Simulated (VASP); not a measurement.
A convergence study with VASP on C (space group no. 194 when undisturbed): a few settings are varied, all else stays as given below, so the limit is that of these other settings. One atom is moved off its site, so that forces are finite.

```
C
1.0
    1.23369    -2.13681     0.00000
    1.23369     2.13681     0.00000
    0.00000     0.00000     6.73013
C
4
Direct
  0.00000   0.00000   0.25743
  0.00000   0.00000   0.75000
  0.33333   0.66667   0.25000
  0.66667   0.33333   0.75000
```

These are PBEsol GGA, VASP's PBE PAW potentials (set 64) (plane waves; VASP) values and carry that method's errors. The last row used: 400 eV cut-off, 15×15×5 Γ-centred mesh, Gaussian smearing of 0.10 eV, potentials C.

```tsv
setting	E (eV/atom)	pressure (GPa)	largest force (eV/Å)	irreducible k-points
EDIFF = 1E-01	-9.6436	-3.70	0.836	119
EDIFF = 1E-02	-9.6438	-3.38	0.842	119
EDIFF = 1E-03	-9.6437	-3.95	0.837	119
EDIFF = 1E-04	-9.6437	-4.19	0.837	119
EDIFF = 1E-05	-9.6437	-4.19	0.837	119
EDIFF = 1E-06	-9.6437	-4.19	0.837	119
EDIFF = 1E-07	-9.6437	-4.20	0.837	119
EDIFF = 1E-08	-9.6437	-4.20	0.837	119
EDIFF = 1E-10	-9.6437	-4.20	0.837	119
EDIFF = 1E-12	-9.6437	-4.20	0.837	119
```

Left out are rungs that failed or repeat a setting and relaxations that didn't move; long series are thinned to 24 rows.

The structure is a typed C crystal (space group no. 194). The cell was not relaxed at this level, it is distorted from the ideal structure.
